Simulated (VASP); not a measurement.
Output of a VASP run:

File OUTCAR:
```
 ion  position               nearest neighbor table
   1  0.000  0.000  0.000-   2 2.82   2 2.82   2 2.82   2 2.82   2 2.82   2 2.82
   2  0.500  0.500  0.500-   1 2.82   1 2.82   1 2.82   1 2.82   1 2.82   1 2.82
  LATTYP: Found a face centered cubic cell.
 ALAT       =     5.6376000000
 Subroutine PRICEL returns:
 Original cell was already a primitive cell.
 Subroutine GETGRP returns: Found 48 space group operations
The static configuration has the point symmetry O_h .
The dynamic configuration has the point symmetry O_h .
 Subroutine INISYM returns: Found 48 space group operations
 Subroutine IBZKPT returns following result:
 Found     20 irreducible k-points:

 Following reciprocal coordinates:
            Coordinates               Weight
  0.000000  0.000000  0.000000      1.000000
  0.142857  0.000000  0.000000      8.000000
  0.285714  0.000000  0.000000      8.000000
  0.428571  0.000000  0.000000      8.000000
  0.142857  0.142857  0.000000      6.000000
  0.285714  0.142857  0.000000     24.000000
  0.428571  0.142857  0.000000     24.000000
 -0.428571  0.142857  0.000000     24.000000
 -0.285714  0.142857  0.000000     24.000000
 -0.142857  0.142857  0.000000     12.000000
  0.285714  0.285714  0.000000      6.000000
  0.428571  0.285714  0.000000     24.000000
 -0.428571  0.285714  0.000000     24.000000
 -0.285714  0.285714  0.000000     12.000000
  0.428571  0.428571  0.000000      6.000000
 -0.428571  0.428571  0.000000     12.000000
  0.428571  0.285714  0.142857     24.000000
 -0.428571  0.285714  0.142857     48.000000
 -0.428571  0.428571  0.142857     24.000000
 -0.285714  0.428571  0.142857     24.000000
   k-points           NKPTS =     20   k-points in BZ     NKDIM =     20   number of bands    NBANDS=     12
   number of dos      NEDOS =    301   number of ions     NIONS =      2
   total plane-waves  NPLWV =  27000
   dimension x,y,z NGX =    30 NGY =   30 NGZ =   30
   dimension x,y,z NGXF=    60 NGYF=   60 NGZF=   60
   ions per type =               1   1
   PREC   = accura    normal or accurate (medium, high low for compatibility)
   ISTART =      0    job   : 0-new  1-cont  2-samecut
   ICHARG =      2    charge: 1-file 2-atom 10-const
   ISPIN  =      1    spin polarized calculation?
   LNONCOLLINEAR =      F non collinear calculations
   LSORBIT =      F    spin-orbit coupling
   INIWAV =      1    electr: 0-lowe 1-rand  2-diag
   ENCUT  =  520.0 eV  38.22 Ry    6.18 a.u.   7.41  7.41  7.41*2*pi/ulx,y,z
   NELM   =    100;   NELMIN=  2; NELMDL= -5     # of ELM steps
   EDIFF  = 0.1E-05   stopping-criterion for ELM
   LREAL  =      F    real-space projection
   NLSPLINE    = F    spline interpolate recip. space projectors
   LMAXMIX     =    4 max onsite mixed and CHGCAR
   VOSKOWN=      0    Vosko Wilk Nusair interpolation
   EDIFFG = -.1E-01   stopping-criterion for IOM
   NSW    =     60    number of steps for IOM
   NBLOCK =      1;   KBLOCK =     60    inner block; outer block
   IBRION =      2    ionic relax: 0-MD 1-quasi-New 2-CG
   NFREE  =      1    steps in history (QN), initial steepest desc. (CG)
   ISIF   =      3    stress and relaxation
   ISYM   =      2    0-nonsym 1-usesym 2-fastsym
   TEIN   =    0.0    initial temperature
   TEBEG  =    0.0;   TEEND  =   0.0 temperature during run
   SMASS  =  -3.00    Nose mass-parameter (am)
   PSTRESS=    0.0 pullay stress
   NELECT =      16.0000    total number of electrons
   EFERMI =   0.00;   METHOD = LEGACY
   ISMEAR =     0;   SIGMA  =   0.05  broadening in eV -4-tet -1-fermi 0-gaus
   IALGO  =     38    algorithm
   LDIAG  =      T    sub-space diagonalisation (order eigenvalues)
   IMIX   =      4    mixing-type and parameters
     AMIX     =   0.40;   BMIX     =  1.00
     AMIX_MAG =   1.60;   BMIX_MAG =  1.00
     AMIN     =   0.10
   GGA     = PE    functional components
   VOSKOWN =     0    Vosko Wilk Nusair interpolation
   LHFCALC =     F    Hartree Fock is set to
   LHFONE  =     F    Hartree Fock one center treatment
...
```

OSZICAR:
```
       N       E                     dE             d eps       ncg     rms          rms(c)
DAV:   1     0.796435180234E+02    0.79644E+02   -0.83362E+03   480   0.127E+03
DAV:   2    -0.100206006527E+02   -0.89664E+02   -0.83291E+02   668   0.243E+02
DAV:   3    -0.138195015950E+02   -0.37989E+01   -0.37802E+01   624   0.487E+01
DAV:   4    -0.139464794326E+02   -0.12698E+00   -0.12687E+00   696   0.744E+00
DAV:   5    -0.139487400470E+02   -0.22606E-02   -0.22606E-02   632   0.868E-01    0.113E+01
DAV:   6    -0.118482514023E+02    0.21005E+01   -0.12389E+01   568   0.230E+01    0.131E+01
DAV:   7    -0.116340533799E+02    0.21420E+00   -0.11608E+00   600   0.814E+00    0.710E+00
DAV:   8    -0.116185916245E+02    0.15462E-01   -0.13773E-01   500   0.439E+00    0.462E-01
DAV:   9    -0.116208592529E+02   -0.22676E-02   -0.10187E-02   764   0.727E-01    0.257E-01
DAV:  10    -0.116217205490E+02   -0.86130E-03   -0.64497E-04   540   0.267E-01    0.104E-01
DAV:  11    -0.116219797355E+02   -0.25919E-03   -0.40555E-04   556   0.162E-01    0.570E-02
DAV:  12    -0.116220043838E+02   -0.24648E-04   -0.36369E-05   544   0.600E-02    0.426E-02
DAV:  13    -0.116220018903E+02    0.24935E-05   -0.49733E-06   604   0.262E-02    0.373E-03
DAV:  14    -0.116220015020E+02    0.38826E-06   -0.51009E-07   348   0.745E-03
   1 F= -.11622002E+02 E0= -.11622002E+02  d E =-.116220E+02
       N       E                     dE             d eps       ncg     rms          rms(c)
DAV:   1    -0.197453662740E+02   -0.81234E+01   -0.16384E+02   532   0.125E+02    0.415E+01
DAV:   2    -0.134092868250E+02    0.63361E+01   -0.24868E+01   480   0.413E+01    0.763E+00
DAV:   3    -0.121640135490E+02    0.12453E+01   -0.33683E+00   604   0.181E+01    0.542E+00
DAV:   4    -0.119908532211E+02    0.17316E+00   -0.94776E-01   744   0.734E+00    0.418E+00
DAV:   5    -0.120345858137E+02   -0.43733E-01   -0.12877E-01   800   0.231E+00    0.180E+00
DAV:   6    -0.120615100821E+02   -0.26924E-01   -0.68658E-02   772   0.156E+00    0.731E-01
DAV:   7    -0.120613330778E+02    0.17700E-03   -0.10659E-03   536   0.352E-01    0.281E-01
DAV:   8    -0.120612765973E+02    0.56481E-04   -0.56836E-04   752   0.226E-01    0.148E-01
DAV:   9    -0.120612715803E+02    0.50170E-05   -0.66177E-05   548   0.889E-02    0.458E-02
DAV:  10    -0.120612713538E+02    0.22650E-06   -0.15827E-05   576   0.385E-02    0.658E-03
DAV:  11    -0.120612715468E+02   -0.19301E-06   -0.13117E-06   404   0.104E-02
   2 F= -.12061272E+02 E0= -.12061272E+02  d E =-.439270E+00
       N       E                     dE             d eps       ncg     rms          rms(c)
DAV:   1    -0.120712307640E+02   -0.99594E-02   -0.19835E-01   544   0.427E+00    0.888E-01
DAV:   2    -0.120638877887E+02    0.73430E-02   -0.34640E-02   524   0.160E+00    0.271E-01
DAV:   3    -0.120622761171E+02    0.16117E-02   -0.34760E-03   596   0.655E-01    0.249E-01
DAV:   4    -0.120619774493E+02    0.29867E-03   -0.22782E-03   732   0.356E-01    0.202E-01
DAV:   5    -0.120620616671E+02   -0.84218E-04   -0.80839E-05   568   0.951E-02    0.647E-02
DAV:   6    -0.120620798964E+02   -0.18229E-04   -0.17683E-04   760   0.874E-02    0.148E-02
DAV:   7    -0.120620790600E+02    0.83645E-06   -0.15612E-06   496   0.136E-02
   3 F= -.12062079E+02 E0= -.12062079E+02  d E =-.440078E+00
```

File OUTCAR:
```
------------------------ aborting loop because EDIFF is reached ----------------------------------------
  FORCE on cell =-STRESS in cart. coord.  units (eV):
  Direction    XX          YY          ZZ          XY          YZ          ZX
  --------------------------------------------------------------------------------------
  Total        0.0045194      0.0045194      0.0045194      0.0000000      0.0000000     -0.0000000
  in kB        0.2056450      0.2056450      0.2056450      0.0000000      0.0000000     -0.0000000
  external PRESSURE =       0.2056450 kB  Pullay stress =       0.0000000 kB
  volume of cell :       35.21
      direct lattice vectors                 reciprocal lattice vectors
     0.000000000  2.601434320  2.601434320    -0.192201662  0.192201662  0.192201662
     2.601434320  0.000000000  2.601434320     0.192201662 -0.192201662  0.192201662
     2.601434320  2.601434320  0.000000000     0.192201662  0.192201662 -0.192201662
  FREE ENERGIE OF THE ION-ELECTRON SYSTEM (eV)
  ---------------------------------------------------
  free  energy   TOTEN  =       -12.0620790600 eV

  energy  without entropy=      -12.0620790600  energy(sigma->0) =      -12.06207906

 reached required accuracy - stopping structural energy minimisation
```
(Selected blocks of OUTCAR.)

### POSCAR
```
SrO
1
    0.0000000000     2.8188000000     2.8188000000
    2.8188000000     0.0000000000     2.8188000000
    2.8188000000     2.8188000000     0.0000000000
Sr O
1 1
Direct
  0.0000000000   0.0000000000   0.0000000000
  0.5000000000   0.5000000000   0.5000000000
```

Reconstruct the remaining input files.

This is not unique; one that fits is the input of the run itself, PBE GGA, plane waves, VASP's PBE PAW potentials (set 64).

File KPOINTS:
```
Automatic mesh
0
Gamma
7 7 7
0 0 0
```

INCAR:
```
ALGO  =  Normal
EDIFF  =  1E-6
EDIFFG  =  -0.01
ENCUT  =  520
GGA  =  PE
IBRION  =  2
ISIF  =  3
ISMEAR  =  0
LASPH  =  T
LCHARG  =  F
LMAXMIX  =  4
LREAL  =  F
LWAVE  =  F
NELM  =  100
NSW  =  60
PREC  =  Accurate
SIGMA  =  0.05
SYSTEM  =  SrO
```

POTCAR, in this order: Sr_sv O (PBE.64 set). Program: vasp_std.

Energy and stress use the plane-wave basis of the starting cell.

The structure was generated: SrO was put into the rock salt type (Fm-3m), which need not be its known phase. This run relaxes it. Symmetry was kept, so distortions that lower it aren't found.
